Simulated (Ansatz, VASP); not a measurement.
## Ag12CO (Ag(111)): VASP beside Ansatz

One calculation is typed for both programs; each brings its own data sets and cutoff. How far apart do they land? The structure shown is the end of the VASP relaxation below.

Method: plane waves, with VASP 6.6.1 beside it; single point at PBE, in Ansatz 0.2.0.

## Step 1: Set-up

The cell holds 14 atoms: 12 Ag, 1 C and 1 O. Its edges and angles: a = 5.862 Å, b = 5.862 Å, c = 19.787 Å, α = 90.0°, β = 90.0°, γ = 60.0°. It derives from Ag. As first built, before any earlier steps moved the atoms: CO over the ontop site of Ag(111). Vacuum lies along c.

Structure file:

```xyz
14
Lattice="5.8625 0.0000 0.0000 2.9312 5.0770 0.0000 0.0000 0.0000 19.7867" Properties=species:S:1:pos:R:3
Ag    1.4656    0.8462    7.5000
Ag    4.3968    0.8462    7.5000
Ag    2.9312    3.3847    7.5000
Ag    5.8625    3.3847    7.5000
Ag    5.8625    1.6822    9.8477
Ag    2.9312    1.6923    9.8321
Ag    7.3368    4.2359    9.8477
Ag    4.3881    4.2359    9.8477
Ag    0.0000    0.0000   12.2127
Ag    2.9312    0.0048   12.1647
Ag    1.4697    2.5361   12.1647
Ag    4.3927    2.5361   12.1647
C     0.0000    0.0000   14.3237
O     0.0000    0.0000   15.4765
```

## Step 2: VASP: relaxation, PBE

This run makes the geometry at which the two programs are then compared.

Lines of VASP's logs that name or quote its potential files are left out, and so is its time.

Input file INCAR:

```
SYSTEM = Ag12CO
PREC = Normal
ENCUT = 440
EDIFF = 1E-05
NELM = 120
ISMEAR = 1
SIGMA = 0.15
LREAL = Auto
ALGO = Fast
GGA = PE
NBANDS = 88
LASPH = .TRUE.
LORBIT = 11
LWAVE = .FALSE.
LCHARG = .FALSE.
KPAR = 4
IBRION = 1
NSW = 50
ISIF = 2
EDIFFG = -0.03
POTIM = 0.3
MAXMIX = 40
IDIPOL = 3
LDIPOL = .TRUE.
DIPOL = 0.5 0.5 0.534
```

Input file POSCAR:

```
Ag12CO
1.0
    5.8624623538      0.0000000000      0.0000000000
    2.9312311769      5.0770413271      0.0000000000
    0.0000000000      0.0000000000     19.7866804677
Ag C O
12 1 1
Selective dynamics
Direct
    0.1666666700      0.1666666700      0.3790428600  F F F
    0.6666666700      0.1666666700      0.3790428600  F F F
    0.1666666700      0.6666666700      0.3790428600  F F F
    0.6666666700      0.6666666700      0.3790428600  F F F
    0.8340208108      0.3319583684      0.4977366822  T T T
    0.3333333300      0.3333333300      0.4968958536  T T T
    0.8340208108      0.8340208108      0.4977366822  T T T
    0.3319583684      0.8340208108      0.4977366822  T T T
    0.0000000000      0.0000000000      0.6168833502  T T T
    0.4994247127      0.0011505747      0.6147212604  T T T
    0.0011505747      0.4994247127      0.6147212604  T T T
    0.4994247127      0.4994247127      0.6147212604  T T T
    0.0000000000      0.0000000000      0.7238623545  T T T
    0.0000000000      0.0000000000      0.7820846303  T T T
```

Input file KPOINTS:

```
Automatic mesh
0
Gamma
6 6 1
0 0 0
```

PAW data sets: Ag, C and O (PBE family, release 64).

Command:

```
$ mpirun -np 4 vasp_std
```

Numbers of over 12 decimals in the logs are rounded to 6 here.

Log:

```text
[banner, memory and clock lines left out]
running    4 mpi-ranks, on    1 nodes
 distrk:  each k-point on    1 cores,    4 groups
 distr:  one band on    1 cores,    1 groups

 POSCAR found type information on POSCAR AgC O
 POSCAR found :  3 types and      14 ions
 LDA part: xc-table for (Slater+PW92), standard interpolation
 POSCAR, INCAR and KPOINTS ok, starting setup
 FFT: planning ... GRIDC
 FFT: planning ... GRID_SOFT
 FFT: planning ... GRID
 WAVECAR not read
 entering main loop
       N       E                     dE             d eps       ncg     rms          rms(c)
DAV:   1     0.844539325640E+03    0.84454E+03   -0.60068E+04  1248   0.122E+03
DAV:   2    -0.320781757574E+01   -0.84775E+03   -0.80637E+03  1368   0.285E+02
DAV:   3    -0.473023854314E+02   -0.44095E+02   -0.43025E+02  1448   0.603E+01
DAV:   4    -0.482269758630E+02   -0.92459E+00   -0.90574E+00  1312   0.889E+00
DAV:   5    -0.482490267494E+02   -0.22051E-01   -0.22034E-01  1424   0.138E+00    0.172E+01
RMM:   6    -0.451830349225E+02    0.30660E+01   -0.12173E+01  1232   0.130E+01    0.117E+01
RMM:   7    -0.450567865393E+02    0.12625E+00   -0.12231E+00  1232   0.313E+00    0.702E+00
RMM:   8    -0.458529587248E+02   -0.79617E+00   -0.14539E+00  1236   0.308E+00    0.427E+00
RMM:   9    -0.447057374682E+02    0.11472E+01   -0.48208E-01  1236   0.193E+00    0.792E-01
RMM:  10    -0.447008070188E+02    0.49304E-02   -0.38706E-02  1236   0.591E-01    0.213E-01
RMM:  11    -0.447005017027E+02    0.30532E-03   -0.34807E-03  1244   0.194E-01    0.118E-01
RMM:  12    -0.447001649403E+02    0.33676E-03   -0.14241E-03  1237   0.110E-01    0.455E-02
RMM:  13    -0.447001597896E+02    0.51507E-05   -0.37820E-04  1246   0.588E-02    0.244E-02
RMM:  14    -0.447002375504E+02   -0.77761E-04   -0.16602E-04  1138   0.304E-02    0.151E-02
RMM:  15    -0.447003690344E+02   -0.13148E-03   -0.60818E-05   901   0.171E-02    0.695E-03
RMM:  16    -0.447004345385E+02   -0.65504E-04   -0.20009E-05   807   0.948E-03    0.317E-03
RMM:  17    -0.447004635900E+02   -0.29052E-04   -0.68540E-06   712   0.555E-03    0.195E-03
RMM:  18    -0.447004803970E+02   -0.16807E-04   -0.31677E-06   512   0.378E-03    0.177E-03
RMM:  19    -0.447005034272E+02   -0.23030E-04   -0.13336E-06   445   0.304E-03    0.129E-03
RMM:  20    -0.447005236823E+02   -0.20255E-04   -0.56178E-07   314   0.240E-03    0.107E-03
RMM:  21    -0.447005345235E+02   -0.10841E-04   -0.24390E-07   285   0.228E-03    0.986E-04
RMM:  22    -0.447005394851E+02   -0.49617E-05   -0.12294E-07   236   0.216E-03
   1 F= -.44700539E+02 E0= -.44698090E+02  d E =-.447005E+02
[...]
2 F= -.44700064E+02 E0= -.44697580E+02  d E =0.475462E-03
[...]
3 F= -.44700922E+02 E0= -.44698438E+02  d E =-.857831E-03
[...]
4 F= -.44701125E+02 E0= -.44698620E+02  d E =-.203124E-03
 BRION: g(F)=  0.896E-04 g(S)=  0.000E+00 retain N=  2 mean eig= 1.13
 eig:   0.177  2.092
 bond charge predicted
       N       E                     dE             d eps       ncg     rms          rms(c)
DAV:   1    -0.447013034589E+02   -0.18232E-03   -0.76354E-02  1240   0.831E-01    0.230E-02
RMM:   2    -0.447013382121E+02   -0.34753E-04   -0.41671E-04  1235   0.984E-02    0.941E-03
RMM:   3    -0.447013376376E+02    0.57451E-06   -0.59566E-05  1008   0.356E-02
   5 F= -.44701338E+02 E0= -.44698808E+02  d E =-.212659E-03
 BRION: g(F)=  0.326E-04 g(S)=  0.000E+00 retain N=  1 mean eig= 4.09
 eig:   4.085
 reached required accuracy - stopping structural energy minimisation
```

OUTCAR, selected parts (step 2):

```text
ion  position               nearest neighbor table
   1  0.167  0.167  0.379-   6 2.88   8 2.89   5 2.89   3 2.93   3 2.93   4 2.93   4 2.93   2 2.93
                             2 2.93
   2  0.667  0.167  0.379-   6 2.88   5 2.89   7 2.89   4 2.93   3 2.93   4 2.93   3 2.93   1 2.93
                             1 2.93
   3  0.167  0.667  0.379-   6 2.88   8 2.89   7 2.89   1 2.93   1 2.93   2 2.93   2 2.93   4 2.93
                             4 2.93
   4  0.667  0.667  0.379-   7 2.90   5 2.90   8 2.90   2 2.93   1 2.93   2 2.93   1 2.93   3 2.93
                             3 2.93
   5  0.834  0.332  0.498-  12 2.87  11 2.87   2 2.89   1 2.89   9 2.90   4 2.90   8 2.92   7 2.92
                             6 2.93   6 2.93   8 2.94   7 2.94
   6  0.333  0.333  0.497-  10 2.88  11 2.88  12 2.88   1 2.88   3 2.88   2 2.88   8 2.93   7 2.93
                             7 2.93   8 2.93   5 2.93   5 2.93
   7  0.834  0.834  0.498-  11 2.87  10 2.87   2 2.89   3 2.89   9 2.90   4 2.90   5 2.92   8 2.92
                             6 2.93   6 2.93   5 2.94   8 2.94
   8  0.332  0.834  0.498-  12 2.87  10 2.87   3 2.89   1 2.89   9 2.90   4 2.90   5 2.92   7 2.92
                             6 2.93   6 2.93   5 2.94   7 2.94
   9  0.000  0.000  0.617-  13 2.12   5 2.90   8 2.90   7 2.90  11 2.93  10 2.93  12 2.93  12 2.93
                            11 2.93  10 2.93
  10  0.499  0.001  0.615-   7 2.87   8 2.87   6 2.88  11 2.92  12 2.92   9 2.93   9 2.93  11 2.94
                            12 2.94
  11  0.001  0.499  0.615-   7 2.87   5 2.87   6 2.88  10 2.92  12 2.92   9 2.93   9 2.93  10 2.94
                            12 2.94
  12  0.499  0.499  0.615-   8 2.87   5 2.87   6 2.88  10 2.92  11 2.92   9 2.93   9 2.93  10 2.94
                            11 2.94
  13  0.000  0.000  0.724-  14 1.15   9 2.12
  14  0.000  0.000  0.782-  13 1.15

  LATTYP: Found a hexagonal cell.
 ALAT       =     5.8624623538
 C/A-ratio  =     3.3751484058

 Subroutine GETGRP returns: Found  6 space group operations
 (whereof  6 operations were pure point group operations)

The static configuration has the point symmetry C_3v.

 Found      7 irreducible k-points:

   k-points           NKPTS =      7   k-points in BZ     NKDIM =      7   number of bands    NBANDS=     88

   dimension x,y,z NGX =    30 NGY =   30 NGZ =  108
   dimension x,y,z NGXF=    60 NGYF=   60 NGZF=  216

   ENCUT  =  440.0 eV  32.34 Ry    5.69 a.u.  10.03 10.03 33.84*2*pi/ulx,y,z

   NELECT =     142.0000    total number of electrons

 k-points in reciprocal lattice and weights: Automatic mesh
   0.00000000  0.00000000  0.00000000       0.028
   0.16666667  0.00000000  0.00000000       0.167
   0.33333333  0.00000000  0.00000000       0.167
   0.50000000  0.00000000  0.00000000       0.083
   0.33333333  0.16666667  0.00000000       0.167
   0.50000000  0.16666667  0.00000000       0.333
  -0.33333333  0.33333333  0.00000000       0.056

 dipolmoment           0.000000      0.000000     -0.019005 electrons x Angstroem

 average (electrostatic) potential at core
       1 -78.4873       2 -78.4873       3 -78.4873       4 -78.5289       5 -78.6759
       6 -78.7165       7 -78.6759       8 -78.6759       9 -79.2343      10 -78.4993
      11 -78.4993      12 -78.4993      13 -57.6484      14 -78.8427

 E-fermi :   0.3935

 k-point     1 :       0.0000    0.0000    0.0000
  band No.  band energies     occupation
    ...
     64      -2.3343      2.00000
     65      -2.3207      2.00000
     66      -2.3207      2.00000
     67      -2.2959      2.00000
     68      -0.3502      2.00000
     69       0.5087      0.03703
     70       0.5087      0.03685
     71       0.7358     -0.00579
     72       1.2505     -0.00000
     73       1.2506     -0.00000
    ...

 k-point     2 :       0.1667    0.0000    0.0000
  band No.  band energies     occupation
    ...
     67      -2.2879      2.00000
     68      -0.7875      2.00000
     69      -0.2223      2.00000
     70       0.3180      1.74348
     71       0.4001      0.92518
     72       0.4890      0.12789
     73       1.1587     -0.00000
     74       1.3491     -0.00000
     75       1.7917     -0.00000
     76       2.1962     -0.00000
    ...

 k-point     3 :       0.3333    0.0000    0.0000
  band No.  band energies     occupation
    ...
     68      -2.0375      2.00000
     69      -0.8505      2.00000
     70       0.1441      2.04040
     71       0.1447      2.04081
     72       0.3335      1.62006
     73       1.1364     -0.00000
     74       1.5066     -0.00000
     75       1.5660     -0.00000
     76       2.4641     -0.00000
     77       2.5768     -0.00000
    ...

  Total       -0.5665547     -0.5665547      0.3785693      0.0000000      0.0000000      0.0000000
  in kB       -1.5413054     -1.5413054      1.0298935      0.0000000      0.0000000      0.0000000
  external PRESSURE =      -0.6842391 kB  Pullay stress =       0.0000000 kB

  energy-cutoff  :      440.00
  volume of cell :      588.93
      direct lattice vectors                 reciprocal lattice vectors
     5.862462354  0.000000000  0.000000000     0.170576788 -0.098482555  0.000000000
     2.931231177  5.077041327  0.000000000     0.000000000  0.196965109  0.000000000
     0.000000000  0.000000000 19.786680468     0.000000000  0.000000000  0.050539048

 POSITION                                       TOTAL-FORCE (eV/Angst)
 -----------------------------------------------------------------------------------
      1.46562      0.84617      7.50000        -0.024949     -0.014404     -0.056437
      4.39685      0.84617      7.50000         0.024949     -0.014404     -0.056437
      2.93123      3.38469      7.50000         0.000000      0.028809     -0.056437
      5.86246      3.38469      7.50000         0.000000     -0.000000      0.088785
      5.86246      1.68223      9.84768         0.000000     -0.008933      0.003957
      2.93123      1.69235      9.83213         0.000000     -0.000000      0.006725
      7.33684      4.23593      9.84768         0.007737      0.004467      0.003957
      4.38809      4.23593      9.84768        -0.007737      0.004467      0.003957
     -0.00000      0.00000     12.21265         0.000000     -0.000000      0.007975
      2.93123      0.00475     12.16472         0.000000     -0.004131      0.007246
      1.46973      2.53614     12.16472        -0.003577      0.002065      0.007246
      4.39273      2.53614     12.16472         0.003577      0.002065      0.007246
     -0.00000      0.00000     14.32372         0.000000     -0.000000      0.014937
     -0.00000      0.00000     15.47647        -0.000000     -0.000000      0.017280
 -----------------------------------------------------------------------------------
    total drift:                               -0.000177     -0.000102      0.003426

  FREE ENERGIE OF THE ION-ELECTRON SYSTEM (eV)
  ---------------------------------------------------
  free  energy   TOTEN  =       -44.7013376376 eV

  energy  without entropy=      -44.6937495147  energy(sigma->0) =      -44.69880826

 reached required accuracy - stopping structural energy minimisation

 vacuum level on the upper side and lower side of the slab         4.564         4.634

 total charge
# of ion       s       p       d       tot
------------------------------------------
    1        0.419   0.209   9.178   9.807
    2        0.419   0.209   9.178   9.807
    3        0.419   0.209   9.178   9.807
    4        0.411   0.213   9.175   9.799
    5        0.405   0.281   9.170   9.856
    6        0.400   0.282   9.171   9.853
    7        0.405   0.281   9.170   9.856
    8        0.405   0.281   9.170   9.856
    9        0.401   0.369   9.101   9.871
   10        0.423   0.211   9.186   9.821
   11        0.423   0.211   9.186   9.821
   12        0.423   0.211   9.186   9.821
   13        0.994   1.491   0.000   2.484
   14        1.634   3.530   0.000   5.164
--------------------------------------------------
tot          7.583   7.988 110.053 125.623

[... 3 further parts left out ...]
```

CONTCAR:

```
Ag12CO
   1.00000000000000
     5.8624623537999998    0.0000000000000000    0.0000000000000000
     2.9312311768999999    5.0770413270999999    0.0000000000000000
     0.0000000000000000    0.0000000000000000   19.7866804676999983
  Ag              C               O
    12     1     1
Selective dynamics
Direct
     0.1666666699999979    0.1666666699999979    0.3790428599999984   F   F   F
     0.6666666699999979    0.1666666699999979    0.3790428599999984   F   F   F
     0.1666666699999979    0.6666666699999979    0.3790428599999984   F   F   F
     0.6666666699999979    0.6666666699999979    0.3790428599999984   F   F   F
     0.8343295947324013    0.3313408005351969    0.4976922245156090   T   T   T
     0.3333333300000021    0.3333333300000021    0.4969064158258971   T   T   T
     0.8343295947324013    0.8343295947324013    0.4976922245156090   T   T   T
     0.3313408005351969    0.8343295947324013    0.4976922245156090   T   T   T
    -0.0000000000000000    0.0000000000000000    0.6172159319394933   T   T   T
     0.4995318069760473    0.0009363861479000    0.6147931244759228   T   T   T
     0.0009363861479000    0.4995318069760473    0.6147931244759228   T   T   T
     0.4995318069760473    0.4995318069760473    0.6147931244759228   T   T   T
    -0.0000000000000000    0.0000000000000000    0.7239070045821918   T   T   T
    -0.0000000000000000    0.0000000000000000    0.7821661729573516   T   T   T
```

[end of part 1 of 2]

[Lines on the potential files, build, host, timing and source positions are cut from VASP's logs without a mark.]

[Logs are printed without paths, hosts, clocks, repeated set-up lines and the standing remarks that a program may print on its own settings, such as how far it seeks lower states.]

[Hosts, paths, dates, database ids (printed as entryN), source tags and the programs' standing remarks are cut or masked in the printed files.]
